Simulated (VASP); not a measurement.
Input for VASP

File POSCAR:
```
PbF2
1
    1.7690560000     1.0213650000     5.3632860000
   -1.7690560000     1.0213650000     5.3632860000
    0.0000000000    -2.0427300000     5.3632860000
Pb F
1 2
Direct
  0.0000000000   0.0000000000   0.0000000000
  0.2520000000   0.2520000000   0.2520000000
  0.7480000000   0.7480000000   0.7480000000
```

### KPOINTS
```
Automatic mesh
0
Gamma
6 6 6
0 0 0
```

**INCAR**
```
SYSTEM = PbF2
PREC = Accurate
ENCUT = 520
EDIFF = 1E-6
NELM = 100
ALGO = Normal
LREAL = .FALSE.
LASPH = .TRUE.
ISMEAR = 1
SIGMA = 0.5
GGA = PE
LMAXMIX = 4
LWAVE = .FALSE.
LCHARG = .FALSE.
ISIF = 2
```

POTCAR, in this order: Pb_d F (PBE.64 set). Program: vasp_std.

The resulting files:

standard output:
```
 POSCAR found type information on POSCAR PbF
 POSCAR found :  2 types and       3 ions
 Reading from existing POTCAR
 Reading from existing POTCAR
 LDA part: xc-table for (Slater+PW92), standard interpolation
 POSCAR, INCAR and KPOINTS ok, starting setup
 WAVECAR not read
 entering main loop
       N       E                     dE             d eps       ncg     rms          rms(c)
DAV:   1     0.306034859680E+03    0.30603E+03   -0.14954E+04  1156   0.172E+03
DAV:   2     0.152656440689E+02   -0.29077E+03   -0.28037E+03  1274   0.450E+02
DAV:   3    -0.145157970755E+02   -0.29781E+02   -0.29547E+02  1374   0.160E+02
DAV:   4    -0.153987769095E+02   -0.88298E+00   -0.88036E+00  1304   0.295E+01
DAV:   5    -0.154288181024E+02   -0.30041E-01   -0.30039E-01  1282   0.551E+00    0.803E+00
DAV:   6    -0.134577324114E+02    0.19711E+01   -0.11102E+01  1696   0.295E+01    0.283E+00
DAV:   7    -0.134411052862E+02    0.16627E-01   -0.46263E-01  1154   0.510E+00    0.155E+00
DAV:   8    -0.134301863201E+02    0.10919E-01   -0.12798E-01  1190   0.435E+00    0.507E-01
DAV:   9    -0.134274778347E+02    0.27085E-02   -0.17197E-02  1430   0.114E+00    0.118E-01
DAV:  10    -0.134282266309E+02   -0.74880E-03   -0.11801E-03  1188   0.284E-01    0.455E-02
DAV:  11    -0.134282697660E+02   -0.43135E-04   -0.12485E-04  1304   0.115E-01    0.957E-03
DAV:  12    -0.134282726480E+02   -0.28820E-05   -0.14097E-05  1342   0.350E-02    0.267E-03
DAV:  13    -0.134282726055E+02    0.42515E-07   -0.17199E-06   996   0.116E-02
   1 F= -.13428273E+02 E0= -.13437496E+02  d E =0.276713E-01
```

**OUTCAR**
```
------------------------ aborting loop because EDIFF is reached ----------------------------------------
  FORCE on cell =-STRESS in cart. coord.  units (eV):
  Direction    XX          YY          ZZ          XY          YZ          ZX
  --------------------------------------------------------------------------------------
  Total        4.2924280      4.2924284      0.1048528      0.0000000      0.0000000      0.0000000
  in kB      118.2793264    118.2793362      2.8892557      0.0000000      0.0000000      0.0000000
  external PRESSURE =      79.8159727 kB  Pullay stress =       0.0000000 kB
  volume of cell :       58.14
      direct lattice vectors                 reciprocal lattice vectors
     1.769056000  1.021365000  5.363286000     0.282636615  0.163180319  0.062150952
    -1.769056000  1.021365000  5.363286000    -0.282636615  0.163180319  0.062150952
     0.000000000 -2.042730000  5.363286000     0.000000000 -0.326360638  0.062150952
 POSITION                                       TOTAL-FORCE (eV/Angst)
 -----------------------------------------------------------------------------------
      0.00000      0.00000      0.00000         0.000000      0.000000      0.000000
      0.00000      0.00000      4.05464         0.000000      0.000000     -0.113277
      0.00000      0.00000     12.03521         0.000000     -0.000000      0.113277
 -----------------------------------------------------------------------------------
    total drift:                               -0.000000      0.000000     -0.000000
  FREE ENERGIE OF THE ION-ELECTRON SYSTEM (eV)
  ---------------------------------------------------
  free  energy   TOTEN  =       -13.4282726055 eV

  energy  without entropy=      -13.4559438867  energy(sigma->0) =      -13.43749637
```
(Selected blocks of OUTCAR.)

Question: Read input and log: which fault does this run have?
(A) ENCUT is too low for a cell relaxation, so Pulay stress biases the volume
(B) a metal was run with a tiny SIGMA on a coarse mesh
(C) ISPIN is misspelt, so the run is not spin-polarised
(D) Methfessel-Paxton smearing was used on a material with a gap

Answer: D, Methfessel-Paxton smearing was used on a material with a gap. The run ends without an error. Against the sound run, the energy per atom (σ→0) rises by 0.003 eV/atom; the pressure decreases by 0.09 GPa; the largest force decreases by 0.016 eV/Å; the band gap stays essentially unchanged.

To mend it, set ISMEAR = 0, set SIGMA = 0.05.

The mended run (PBE GGA, plane waves, VASP's PBE PAW potentials (set 64)) converges, and its OSZICAR ends with
```
   1 F= -.13445357E+02 E0= -.13445357E+02  d E =-.587496E-12
```

The structure was generated: PbF2 was put into the CdCl2 type (R-3m), which need not be its known phase. The cell was not relaxed at this level.
